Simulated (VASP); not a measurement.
All values below come from MS2 meta-GGA, VASP's PBE PAW potentials (set 64) (plane waves; VASP).

A VASP calculation is set up with these files.

File KPOINTS:
```
Automatic mesh
0
Gamma
15 15 15
0 0 0
```

POSCAR:
```
Ag
1
    0.0000000000     2.0322741925     2.0322741925
    2.0322741925     0.0000000000     2.0322741925
    2.0322741925     2.0322741925     0.0000000000
Ag
1
Direct
  0.0000000000   0.0000000000   0.0000000000
```

### INCAR
```
LASPH = T
LMAXMIX = 4
NELM = 100
ISMEAR = 1   ! Methfessel-Paxton
LMIXTAU = T
EDIFF = 1E-7   ! SCF stop (eV)
ISIF = 2
SYSTEM = Ag
LCHARG = F
ALGO = Normal   ! blocked Davidson
PREC = Accurate
LWAVE = F
LREAL = F   ! projection in real space or not
ENCUT = 520
METAGGA = MS2
SIGMA = 0.1
```

POTCAR, in this order: Ag (PBE.64 set). Program: vasp_std.

Predict the energy per atom (σ→0), band gap (on the k-mesh).

```
Item                                                         Value
------------------------  ----------------------------------------
energy per atom (σ→0)                               -0.197 eV/atom
band gap (on the k-mesh)  none (metal, semimetal or under 0.01 eV)
```

File OSZICAR:
```
...
DAV:  13    -0.197248488552E+00   -0.44479E-03   -0.22422E-03  2174   0.589E-01    0.132E-02
DAV:  14    -0.197357875419E+00   -0.10939E-03   -0.25024E-05  2198   0.748E-02    0.497E-03
DAV:  15    -0.197359408382E+00   -0.15330E-05   -0.28456E-06  2362   0.201E-02    0.731E-03
DAV:  16    -0.197356002928E+00    0.34055E-05   -0.61311E-06  2194   0.294E-02    0.183E-03
DAV:  17    -0.197358468222E+00   -0.24653E-05   -0.50726E-07  2171   0.799E-03    0.324E-04
DAV:  18    -0.197358317357E+00    0.15086E-06   -0.60348E-09  1121   0.938E-04    0.166E-04
DAV:  19    -0.197358412684E+00   -0.95326E-07   -0.35388E-09  1099   0.618E-04
   1 F= -.19735841E+00 E0= -.19726624E+00  d E =-.276508E-03
```

The compound is Ag in the fcc structure. It was relaxed first.
